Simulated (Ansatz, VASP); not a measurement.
One calculation of TaNb3F2, two programs

```
CELL_PARAMETERS angstrom
2.90683 1.67826 4.29159
-2.90683 1.67826 4.29159
0.00000 -3.35652 4.29159
ATOMIC_POSITIONS crystal
Ta 0.00000 0.00000 0.00000
Nb 0.00000 0.50000 0.00000
Nb 0.50000 0.00000 0.00000
Nb 0.00000 0.00000 0.50000
F 0.72597 0.72597 0.72597
F 0.27403 0.27403 0.27403
```

Change from the starting cell: species swapped into the Y2AlCo3 type (R-3m, No. 166).

Alike in both runs: functional PBE; k mesh 6 × 6 × 6; occupations gaussian, width 0.1 eV; no spin polarisation.

Ansatz relaxed the structure, and its values are those at the end. VASP's run is a single point on that final structure, the one shown.

|  | VASP | Ansatz |
| --- | --- | --- |
| version | VASP 6.6.1 | Ansatz 0.2.0 |
| potentials or method | VASP PAW PBE potentials, release 64 (Ta_pv, Nb_sv, F) | scalar-relativistic, plane waves, PAW |
| plane-wave cutoff (eV) | 520 | 420 |
| valence electrons in the cell | 64 | 66 |

```csv
,VASP,Ansatz,Ansatz less VASP
gap on the k mesh at the Fermi level (eV),none,none,-
pressure (GPa),-0.1,0.0,+0.09
rms of the force components (eV/Å),0.008,0.001,-0.0071
```

A gap of «none» marks a metal or a gap that the smearing closes. With one functional, cell and mesh, what is left measures potentials, basis and numerics. The two sets of potentials don't hold the same shells in valence.

Spin-orbit coupling is left out, which matters for the levels of Ta.
